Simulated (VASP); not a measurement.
# A VASP study of Ni2SeS (AM05): structure first, properties next, part 3 of 5

Aim: relax Ni2SeS, then compute properties on the relaxed cell. The cell is invented: it takes the structure of a Materials Project entry for Mg2SeS (space group 115 there), with some of its atoms replaced by other elements, volume scaled by an estimate. It may not be a known or stable phase. Left out of this account: 1 further run (bands with AM05: it shows nothing beyond the runs told).

VASP 6.6.1; AM05, spin-polarised from a ferromagnetic start; plane waves and PAW (Se, Ni, S); invented cell.

Still holding for the runs below: The k-mesh is coarse for a metal.

So far. Step 2 (Rough relaxation of the start cell): It ends with a largest force of 0.025 eV/Å and a pressure of -0.02 GPa. Step 3 (Relaxing cell and atoms (AM05)): It ends with a largest force of 0.009 eV/Å and a pressure of -0.04 GPa.

## Step 4: Single point with fields (AM05)

The relaxed cell gets a fresh self-consistent run, on a basis set for its own volume, to fix the density and to check the remaining stress.

Input file INCAR:

```
SYSTEM = Ni2SeS
PREC = Accurate
ENCUT = 400
EDIFF = 1E-06
NELM = 100
ISMEAR = 0
SIGMA = 0.05
LREAL = .FALSE.
ALGO = Normal
GGA = AM
NBANDS = 24
ISPIN = 2
MAGMOM = 0 1 1 0
LMAXMIX = 4
LORBIT = 11
LWAVE = .FALSE.
LCHARG = .TRUE.
ISIF = 2
LELF = .TRUE.
LVHAR = .TRUE.
```

Input file POSCAR:

```
Ni2SeS
1.0
    3.7190135103      0.0000000000      0.0000000000
    0.0000000000      3.7190135103      0.0000000000
    0.0000000000      0.0000000000      4.7772487220
Se Ni S
1 2 1
Direct
    0.5000000000      0.5000000000      0.0000000000
    0.5000000000      0.0000000000      0.2817786013
    0.0000000000      0.5000000000      0.7182213987
    0.0000000000      0.0000000000      0.5000000000
```

Input file KPOINTS:

```
Automatic mesh
0
Gamma
6 6 5
0 0 0
```

The projector-augmented-wave data sets are Se, Ni and S (PBE family, release 64).

Run with:

```console
> mpirun -np 2 vasp_std
```

Log:

```text
[banner, memory and clock lines left out]
running    2 mpi-ranks, on    1 nodes
 distrk:  each k-point on    2 cores,    1 groups
 distr:  one band on    1 cores,    2 groups

 POSCAR found type information on POSCAR SeNiS
 POSCAR found :  3 types and       4 ions
 [... a notice as in an earlier step ...]

 LDA part: xc-table for (Slater+PW92), standard interpolation
 POSCAR, INCAR and KPOINTS ok, starting setup
 FFT: planning ... GRIDC
 FFT: planning ... GRID_SOFT
 FFT: planning ... GRID
 WAVECAR not read
 entering main loop
       N       E                     dE             d eps       ncg     rms          rms(c)
DAV:   1     0.189337017012E+03    0.18934E+03   -0.12229E+04  2888   0.122E+03
DAV:   2    -0.740423529517E+01   -0.19674E+03   -0.18438E+03  3032   0.278E+02
DAV:   3    -0.227406510176E+02   -0.15336E+02   -0.14960E+02  3592   0.891E+01
DAV:   4    -0.231193045475E+02   -0.37865E+00   -0.37807E+00  3416   0.147E+01
DAV:   5    -0.231305751441E+02   -0.11271E-01   -0.11268E-01  3568   0.253E+00    0.182E+01
DAV:   6    -0.255749073036E+02   -0.24443E+01   -0.36250E+01  3360   0.112E+02    0.241E+01
DAV:   7    -0.205464347945E+02    0.50285E+01   -0.12313E+01  3384   0.827E+01    0.603E+00
DAV:   8    -0.207095023083E+02   -0.16307E+00   -0.16374E+00  3752   0.972E+00    0.266E+00
DAV:   9    -0.206798822115E+02    0.29620E-01   -0.74628E-02  3992   0.420E+00    0.118E+00
DAV:  10    -0.206821653692E+02   -0.22832E-02   -0.79523E-03  4008   0.793E-01    0.614E-01
DAV:  11    -0.206824112582E+02   -0.24589E-03   -0.33154E-03  3760   0.750E-01    0.145E-01
DAV:  12    -0.206825608864E+02   -0.14963E-03   -0.12315E-03  3872   0.310E-01    0.643E-02
DAV:  13    -0.206825858075E+02   -0.24921E-04   -0.63375E-05  3488   0.704E-02    0.328E-02
DAV:  14    -0.206825874369E+02   -0.16294E-05   -0.78284E-06  3992   0.305E-02    0.265E-02
DAV:  15    -0.206825916101E+02   -0.41732E-05   -0.95110E-06  3808   0.308E-02    0.711E-03
DAV:  16    -0.206825929186E+02   -0.13085E-05   -0.17337E-06  2880   0.100E-02    0.420E-03
DAV:  17    -0.206825931420E+02   -0.22337E-06   -0.24472E-07  2080   0.522E-03
   1 F= -.20682593E+02 E0= -.20681412E+02  d E =-.236309E-02  mag=    -0.0000
```

Run time: 58 s. Hardware: 2 MPI ranks of AMD EPYC 7R43, shared host; peak memory 0.23 GiB; 1.9 min of CPU time.

From OUTCAR (step 4):

```text
  LATTYP: Found a simple tetragonal cell.
 ALAT       =     3.7190135103
 C/A-ratio  =     1.2845472889

The static configuration has the point symmetry D_2d.

 Found     30 irreducible k-points:

   ENCUT  =  400.0 eV  29.40 Ry    5.42 a.u.   6.06  6.06  7.79*2*pi/ulx,y,z

   NELECT =      32.0000    total number of electrons

 E-fermi :   5.9065

 spin component 1
 k-point     1 :       0.0000    0.0000    0.0000
  band No.  band energies     occupation
    ...
     11       4.1674      1.00000
     12       4.1977      1.00000
     13       4.5637      1.00000
     14       4.7701      1.00000
     15       4.7701      1.00000
     16       7.8616      0.00000
     17       7.8616      0.00000
     18       7.9946      0.00000
     19       9.5483      0.00000
     20       9.7291      0.00000
    ...

 k-point     2 :       0.1667    0.0000    0.0000
  band No.  band energies     occupation
    ...
     11       4.1149      1.00000
     12       4.1352      1.00000
     13       4.3289      1.00000
     14       4.9545      1.00000
     15       5.0334      1.00000
     16       6.8574      0.00000
     17       7.4319      0.00000
     18       7.7161      0.00000
     19      10.0571      0.00000
     20      10.6491      0.00000
    ...

 k-point     3 :       0.3333    0.0000    0.0000
  band No.  band energies     occupation
    ...
     12       4.0879      1.00000
     13       4.6346      1.00000
     14       4.8340      1.00000
     15       5.6135      1.00000
     16       5.6643      1.00000
     17       6.3357      0.00000
     18       7.2403      0.00000
     19      10.7033      0.00000
     20      11.9571      0.00000
     21      13.1521      0.00000
    ...

 k-point     4 :       0.5000    0.0000    0.0000
  band No.  band energies     occupation
    ...
     12       3.9319      1.00000
     13       4.5600      1.00000
     14       4.9749      1.00000
     15       5.1403      1.00000
     16       5.7322      1.00000
     17       6.4123      0.00000
     18       6.5456      0.00000
     19      11.3919      0.00000
     20      12.0045      0.00000
     21      13.2519      0.00000
    ...

  Total       -0.0070706     -0.0070706     -0.0378485      0.0000000     -0.0000000      0.0000000
  in kB       -0.1714475     -0.1714475     -0.9177537      0.0000000     -0.0000000      0.0000000
  external PRESSURE =      -0.4202163 kB  Pullay stress =       0.0000000 kB

  energy-cutoff  :      400.00
  volume of cell :       66.07
      direct lattice vectors                 reciprocal lattice vectors
     3.719013510  0.000000000  0.000000000     0.268888510  0.000000000  0.000000000
     0.000000000  3.719013510  0.000000000     0.000000000  0.268888510  0.000000000
     0.000000000  0.000000000  4.777248722     0.000000000  0.000000000  0.209325505

 POSITION                                       TOTAL-FORCE (eV/Angst)
 -----------------------------------------------------------------------------------
      1.85951      1.85951      0.00000         0.000000     -0.000000      0.000000
      1.85951      0.00000      1.34613        -0.000000      0.000000      0.008171
      0.00000      1.85951      3.43112         0.000000      0.000000     -0.008171
      0.00000      0.00000      2.38862         0.000000      0.000000      0.000000
 -----------------------------------------------------------------------------------
    total drift:                                0.000000      0.000000      0.000000

  FREE ENERGIE OF THE ION-ELECTRON SYSTEM (eV)
  ---------------------------------------------------
  free  energy   TOTEN  =       -20.6825931420 eV

  energy  without entropy=      -20.6802300546  energy(sigma->0) =      -20.68141160

 magnetization (x)
# of ion       s       p       d       tot
------------------------------------------
    1       -0.000  -0.000  -0.000  -0.000
    2        0.000   0.000   0.000   0.000
    3        0.000   0.000   0.000   0.000
    4       -0.000  -0.000   0.000  -0.000
--------------------------------------------------
tot          0.000  -0.000   0.000   0.000

[... 5 parts as in an earlier step ...]

[... 10 further parts left out ...]
```

With spin, VASP writes an ELF for each channel.

This step gave:

```yaml
scf_cycles: 17
pressure: -0.04202 GPa
```

Valence electrons inside each PAW sphere by angular momentum. Sphere charges, by row:

```tsv
atom	s (e)	p (e)	d (e)	tot (e)
Se1	1.456	2.309	0.091	3.857
Ni2	0.493	0.545	8.42	9.458
Ni3	0.493	0.545	8.42	9.458
S4	1.318	2.358	0	3.676
```

ELF of up spins in the ac plane at fractional y = 0.000, with atoms of Ni and S within 0.2 Å of it. It is the smooth field of the valence electrons, not physical close to the nuclei.

Ten even steps from '0' (0.01) to '9' (0.85), each cell a mean:
```
00000111110000
00000000000000
22100000000012
55310000000245
88642000012578
99874200125789
88986311146888
46897321247985
36996322247985
78985211136998
99963100014799
99742000002589
66421000001356
33221100011223
11111211121111
00011222221100
00001122211000
```
Columns run along a (3.7 Å), rows up along c (4.8 Å). Atoms in or near the plane, at fractional coordinates: Ni at (0.50, 0.28), S at (0.00, 0.50).

Valence density in the ac plane at fractional y = 0.000, with atoms of Ni and S within 0.2 Å of it. It is the smooth field of the valence electrons, not physical close to the nuclei.

Values in e/Å³, 17 rows by 14 columns, each cell a mean:
```
 0  0  0  0  0  0  0  0  0  0  0  0  0  0
 0  0  0  0  0  0  0  0  0  0  0  0  0  0
 0  0  0  0  0  0  0  0  0  0  0  0  0  0
 0  0  0  0  0  0  0  0  0  0  0  0  0  0
 0  0  0  0  0  0  0  0  0  0  0  0  0  0
 1  1  1  0  0  0  0  0  0  0  0  0  1  1
 1  1  1  1  0  0  0  0  0  0  0  1  1  1
 0  1  1  1  0  0  0  0  0  0  0  1  1  1
 0  1  1  1  1  0  0  0  0  0  1  1  1  0
 1  1  1  1  1  1  2  2  1  1  1  1  1  1
 1  1  1  1  1  3  6  7  5  2  1  1  1  1
 1  1  1  1  1  4 10 12  8  3  1  1  1  1
 0  0  0  0  1  4  9 11  8  3  1  0  0  0
 0  0  0  0  0  2  4  6  4  1  0  0  0  0
 0  0  0  0  0  1  1  1  1  0  0  0  0  0
 0  0  0  0  0  0  0  0  0  0  0  0  0  0
 0  0  0  0  0  0  0  0  0  0  0  0  0  0
```
Columns run along a (3.7 Å), rows up along c (4.8 Å). Atoms in or near the plane, at fractional coordinates: Ni at (0.50, 0.28), S at (0.00, 0.50).

Electrostatic potential energy in the ac plane at fractional y = 0.000, with atoms of Ni and S within 0.2 Å of it. With pseudopotentials it is smooth inside the atoms' cores, unlike the true potential.

Ten even steps from '_' (-93 eV) to '@' (4 eV), each cell a mean:
```
@@@@@@@@@@@@@@@@@@@@@@@@@@@@
@@@@@@@@@@@@@@@@@@@@@@@@@@@@
@@@@@@@@@@@@@@@@@@@@@@@@@@@@
@@@@@@@@@@@@@@@@@@@@@@@@@@@@
@@@@@@@@@@@@@@@@@@@@@@@@@@@@
**##%%@@@@@@@@@@@@@@@@@@%%**
::--**%%@@@@@@@@@@@@@@%%++::
____--%%@@@@@@@@@@@@@@**::__
____--##@@@@%%%%@@@@@@**::__
..::++%%%%%%##**##%%%%##==..
++**%%%%%%**::..--**%%%%##**
%%%%@@%%##==____..++%%@@@@%%
@@@@@@@@##==..__..++%%@@@@@@
@@@@@@@@%%**==--==##%%@@@@@@
@@@@@@@@@@%%####%%%%@@@@@@@@
@@@@@@@@@@@@@@@@@@@@@@@@@@@@
@@@@@@@@@@@@@@@@@@@@@@@@@@@@
```
Columns run along a (3.7 Å; values clipped at the 3rd and 97th percentile), rows up along c (4.8 Å). Atoms in or near the plane, at fractional coordinates: Ni at (0.50, 0.28), S at (0.00, 0.50).

In this run the pressure is -0.04 GPa, small enough to go on.

## Step 5: Band structure (AM05)

The mesh alone shows little of the dispersion and can miss band extrema, so KPOINTS_OPT adds a path through the symmetry points after the self-consistent cycle.

INCAR, as its differences from that of step 4:

```diff
@@ -10,3 +10,3 @@
 GGA = AM
-NBANDS = 24
+NBANDS = 32
 ISPIN = 2
@@ -16,5 +16,3 @@
 LWAVE = .FALSE.
-LCHARG = .TRUE.
-ISIF = 2
-LELF = .TRUE.
-LVHAR = .TRUE.
+LCHARG = .FALSE.
+KPAR = 2
```

POSCAR is that of step 4.

KPOINTS is that of step 4.

Input file KPOINTS_OPT:

```
Line mode
16
Line-mode
Reciprocal
  0.00000000   0.00000000   0.00000000 GAMMA
  0.00000000   0.50000000   0.00000000 X

  0.00000000   0.50000000   0.00000000 X
  0.50000000   0.50000000   0.00000000 M

  0.50000000   0.50000000   0.00000000 M
  0.00000000   0.00000000   0.00000000 GAMMA

  0.00000000   0.00000000   0.00000000 GAMMA
  0.00000000   0.00000000   0.50000000 Z

  0.00000000   0.00000000   0.50000000 Z
  0.00000000   0.50000000   0.50000000 R

  0.00000000   0.50000000   0.50000000 R
  0.50000000   0.50000000   0.50000000 A

  0.50000000   0.50000000   0.50000000 A
  0.00000000   0.00000000   0.50000000 Z

  0.00000000   0.50000000   0.00000000 X
  0.00000000   0.50000000   0.50000000 R

  0.50000000   0.50000000   0.00000000 M
  0.50000000   0.50000000   0.50000000 A
```

Run with:

```console
> mpirun -np 2 vasp_std
```

Log:

```text
[... set-up lines as in an earlier step ...]
 entering main loop
       N       E                     dE             d eps       ncg     rms          rms(c)
DAV:   1     0.202436272960E+03    0.20244E+03   -0.11430E+04  3848   0.916E+02
DAV:   2    -0.432017870420E+01   -0.20676E+03   -0.18635E+03  4040   0.234E+02
DAV:   3    -0.227276205697E+02   -0.18407E+02   -0.17634E+02  4656   0.772E+01
DAV:   4    -0.231227874244E+02   -0.39517E+00   -0.39419E+00  4512   0.116E+01
DAV:   5    -0.231308585647E+02   -0.80711E-02   -0.80704E-02  4968   0.165E+00    0.182E+01
DAV:   6    -0.256733126783E+02   -0.25425E+01   -0.20530E+01  4472   0.840E+01    0.243E+01
DAV:   7    -0.206260595026E+02    0.50473E+01   -0.86739E+00  4816   0.620E+01    0.574E+00
DAV:   8    -0.206939019920E+02   -0.67842E-01   -0.50023E-01  4840   0.560E+00    0.249E+00
DAV:   9    -0.206801258387E+02    0.13776E-01   -0.37774E-02  5224   0.186E+00    0.101E+00
DAV:  10    -0.206818686722E+02   -0.17428E-02   -0.35388E-03  5256   0.560E-01    0.448E-01
DAV:  11    -0.206824629552E+02   -0.59428E-03   -0.10634E-03  5328   0.384E-01    0.110E-01
DAV:  12    -0.206825546682E+02   -0.91713E-04   -0.46402E-04  4824   0.138E-01    0.495E-02
DAV:  13    -0.206825797716E+02   -0.25103E-04   -0.24512E-05  4600   0.365E-02    0.281E-02
DAV:  14    -0.206825886927E+02   -0.89211E-05   -0.62819E-06  4368   0.179E-02    0.168E-02
DAV:  15    -0.206825926022E+02   -0.39095E-05   -0.35937E-06  4480   0.177E-02    0.624E-03
DAV:  16    -0.206825930547E+02   -0.45249E-06   -0.61130E-07  3424   0.564E-03
   1 F= -.20682593E+02 E0= -.20681411E+02  d E =-.236316E-02  mag=    -0.0000
 Start KPOINTS_OPT (optional k-point list driver)
k-point batch [1-30\144]
       N       E                     dE             ncg
DAV:   1     0.830965425538E+04   -0.10319E+05     3856
DAV:   2     0.222629200040E+04   -0.60834E+04     4032
DAV:   3     0.168351410988E+04   -0.54278E+03     4656
DAV:   4     0.167240194311E+04   -0.11112E+02     4448
DAV:   5     0.167216910515E+04   -0.23284E+00     5504
DAV:   6     0.167216554500E+04   -0.35602E-02     4504
DAV:   7     0.167216533154E+04   -0.21346E-03     5640
DAV:   8     0.167216533091E+04   -0.62990E-06     3200
[...]
k-point batch [121-144\144]
       N       E                     dE             ncg
DAV:   1     0.113309076576E+05   -0.17779E+05     3080
DAV:   2     0.646625818666E+04   -0.48646E+04     3200
DAV:   3     0.604577943134E+04   -0.42048E+03     3736
DAV:   4     0.603738129891E+04   -0.83981E+01     3768
DAV:   5     0.603720722376E+04   -0.17408E+00     4424
DAV:   6     0.603720506204E+04   -0.21617E-02     3848
DAV:   7     0.603720493860E+04   -0.12344E-03     4288
DAV:   8     0.603720493819E+04   -0.40727E-06     2896
```

The job ended after 2.3 min (2 MPI ranks; peak memory 0.46 GiB).

OUTCAR, selected parts (step 5):

```text
   k-points           NKPTS =     30   k-points in BZ     NKDIM =     30   number of bands    NBANDS=     32

   NELECT =      32.0000    total number of electrons

 E-fermi :   5.9065

 spin component 1
 k-point     1 :       0.0000    0.0000    0.0000
  band No.  band energies     occupation
    ...
     11       4.1675      1.00000
     12       4.1978      1.00000
     13       4.5638      1.00000
     14       4.7702      1.00000
     15       4.7702      1.00000
     16       7.8616      0.00000
     17       7.8616      0.00000
     18       7.9946      0.00000
     19       9.5484      0.00000
     20       9.7290      0.00000
    ...

 k-point     2 :       0.1667    0.0000    0.0000
  band No.  band energies     occupation
    ...
     11       4.1150      1.00000
     12       4.1354      1.00000
     13       4.3291      1.00000
     14       4.9546      1.00000
     15       5.0335      1.00000
     16       6.8575      0.00000
     17       7.4320      0.00000
     18       7.7162      0.00000
     19      10.0571      0.00000
     20      10.6491      0.00000
    ...

  Total       -0.0050621     -0.0050621     -0.0357179      0.0000000      0.0000000      0.0000000
  in kB       -0.1227472     -0.1227472     -0.8660893      0.0000000      0.0000000      0.0000000
  external PRESSURE =      -0.3705279 kB  Pullay stress =       0.0000000 kB

 POSITION                                       TOTAL-FORCE (eV/Angst)
 -----------------------------------------------------------------------------------
      1.85951      1.85951      0.00000         0.000000     -0.000000      0.000000
      1.85951      0.00000      1.34613         0.000000     -0.000000      0.008166
      0.00000      1.85951      3.43112        -0.000000     -0.000000     -0.008166
      0.00000      0.00000      2.38862         0.000000      0.000000      0.000000
 -----------------------------------------------------------------------------------
    total drift:                                0.000000      0.000000      0.000000

  FREE ENERGIE OF THE ION-ELECTRON SYSTEM (eV)
  ---------------------------------------------------
  free  energy   TOTEN  =       -20.6825930547 eV

  energy  without entropy=      -20.6802298987  energy(sigma->0) =      -20.68141148

 magnetization (x)
# of ion       s       p       d       tot
------------------------------------------
    1       -0.000  -0.000  -0.000  -0.000
    2       -0.000  -0.000  -0.000  -0.000
    3       -0.000  -0.000  -0.000  -0.000
    4       -0.000  -0.000   0.000  -0.000
--------------------------------------------------
tot         -0.000  -0.000  -0.000  -0.000

[... 8 parts as in an earlier step ...]

[... 13 further parts left out ...]
```

Spin-orbit coupling is off here; it would split degenerate levels.

Numbers from this step:

| Property | Result |
| --- | --- |
| SCF cycles | 16 |
| bands | 32 |
| pressure | -0.03705 GPa |

Both spin channels agree. Electronic bands along the path, in eV, zero at the Fermi level; # counts the bands kept, so #1 is VASP's band 3:

```tsv
point	#11	#12	#13	#14	#15	#16	#17	#18
Γ	-1.34	-1.14	-1.14	1.96	1.96	2.09	3.64	3.82
0.47 of the way	-1.49	-0.97	-0.65	0.42	1.08	1.66	4.39	5.28
X	-1.35	-0.93	-0.77	-0.17	0.51	0.64	5.49	6.10
0.47 of the way	-1.45	-1.27	-0.77	-0.56	-0.39	-0.08	5.22	6.07
M	-1.73	-1.60	-1.60	-0.74	-0.74	-0.64	3.90	4.82
0.47 of the way	-1.57	-1.25	-0.72	-0.12	0.01	0.54	4.88	6.33
Γ	-1.34	-1.14	-1.14	1.96	1.96	2.09	3.64	3.82
0.53 of the way	-0.71	-0.71	-0.54	1.23	1.30	1.30	3.98	5.18
Z	0.04	0.04	0.30	0.40	0.40	0.53	4.84	4.92
0.53 of the way	-1.35	-1.11	0.26	0.48	0.70	0.99	5.17	5.32
R	-1.70	-1.69	0.45	0.54	0.74	0.92	4.57	4.76
0.47 of the way	-1.67	-1.64	-0.73	-0.61	0.15	0.28	6.37	6.71
A	-1.66	-1.66	-1.45	-1.11	-0.41	-0.41	6.84	7.27
0.47 of the way	-1.34	-1.18	-0.99	-0.97	0.70	0.75	6.19	6.60
Z	0.04	0.04	0.30	0.40	0.40	0.53	4.84	4.92
jump to X	-1.35	-0.93	-0.77	-0.17	0.51	0.64	5.49	6.10
0.47 of the way	-1.50	-1.48	0.16	0.24	0.48	0.60	5.20	5.64
R	-1.70	-1.69	0.45	0.54	0.74	0.92	4.57	4.76
jump to M	-1.73	-1.60	-1.60	-0.74	-0.74	-0.64	3.90	4.82
0.47 of the way	-1.66	-1.66	-1.58	-0.90	-0.53	-0.53	5.05	5.52
A	-1.66	-1.66	-1.45	-1.11	-0.41	-0.41	6.84	7.27
```

Of the projections kept (Se, Ni, S), the largest for each band there; the rest of the weight can lie on other orbitals:

```tsv
point	#11	#12	#13	#14	#15	#16	#17	#18
Γ	Ni 0.93	Ni 0.91	Ni 0.91	Ni 0.57	Ni 0.57	Ni 0.55	Ni 0.68	Ni 0.48
X	Ni 0.94	Ni 0.84	Ni 0.92	Ni 0.85	Ni 0.76	Ni 0.67	Ni 0.88	Ni 0.64
M	Ni 0.95	Ni 0.98	Ni 0.98	Ni 0.81	Ni 0.81	Ni 0.82	Ni 0.80	Ni 0.71
Γ	Ni 0.93	Ni 0.91	Ni 0.91	Ni 0.57	Ni 0.57	Ni 0.55	Ni 0.68	Ni 0.48
Z	Ni 0.79	Ni 0.79	Ni 0.79	Ni 0.72	Ni 0.72	Ni 0.80	Ni 0.69	Ni 0.89
R	Ni 0.98	Ni 0.98	Ni 0.73	Ni 0.61	Ni 0.60	Ni 0.61	Ni 0.66	Ni 0.63
```

There is no gap at this level.

[end of part 3 of 5]

[Lines on the potential files, build, host, timing and source positions are cut from VASP's logs without a mark.]

[Logs are printed without paths, hosts, clocks, repeated set-up lines and the standing remarks that a program may print on its own settings, such as how far it seeks lower states.]

[Hosts, paths, dates, database ids (printed as entryN), source tags and the programs' standing remarks are cut or masked in the printed files.]

[A measured line is paired with the nearest computed mode of its activity, which favours agreement.]
